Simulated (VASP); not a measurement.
Input of a VASP 6.6.1 run:

INCAR

```
SYSTEM = Li
ALGO = Fast
EDIFF = 1E-6
EDIFFG = -0.005
ENCUT = 600
GGA = CA
IBRION = 2
ISIF = 3
ISMEAR = 0
LASPH = .TRUE.
LCHARG = .FALSE.
LREAL = .FALSE.
LWAVE = .FALSE.
NELM = 100
NSW = 70
PREC = Accurate
SIGMA = 0.1
```

File KPOINTS:

```
k-points
0
G
  16 16 16
  0 0 0
```

Contents of POSCAR:

```
Li
1.0
   -1.7158075576      1.7158075576      1.7158075576
    1.7158075576     -1.7158075576      1.7158075576
    1.7158075576      1.7158075576     -1.7158075576
Li
1
Direct
    0.0000000000      0.0000000000      0.0000000000
```

Potentials or basis: VASP PAW LDA potentials, release 64 (Li_sv).

Launch:

```console
$ cat potpaw_LDA.64/Li_sv/POTCAR > POTCAR
$ mpirun -np 1 vasp_std > vasp.out
```

Task: Predict the band gap on the k mesh.

Result: None (metal or under the smearing width).

Task: Predict the relaxed cell.

Result: a = 2.900 Å, b = 2.900 Å, c = 2.900 Å, α = 109.47°, β = 109.47°, γ = 109.47°.

Task: Predict the relaxed volume.

Result: 18.78 Å³/atom.

Task: What does it give for the space group after relaxing (to 0.05 Å)?

Result: Im-3m (No. 229).

Final structure:
```cif
data_structure
_symmetry_space_group_name_H-M 'P 1'
_symmetry_Int_Tables_number 1
_cell_length_a 2.9003
_cell_length_b 2.9003
_cell_length_c 2.9003
_cell_angle_alpha 109.471
_cell_angle_beta 109.471
_cell_angle_gamma 109.471
_cell_volume 18.78
loop_
_atom_site_label
_atom_site_type_symbol
_atom_site_fract_x
_atom_site_fract_y
_atom_site_fract_z
_atom_site_occupancy
Li1 Li 0.00000 0.00000 0.00000 1
```

Caveat: the cutoff is under 1.25 times the usual one of these potentials, so pressure, stress and relaxed cells hold a basis-set (Pulay) error. Zero-point motion and thermal expansion aren't in these numbers.
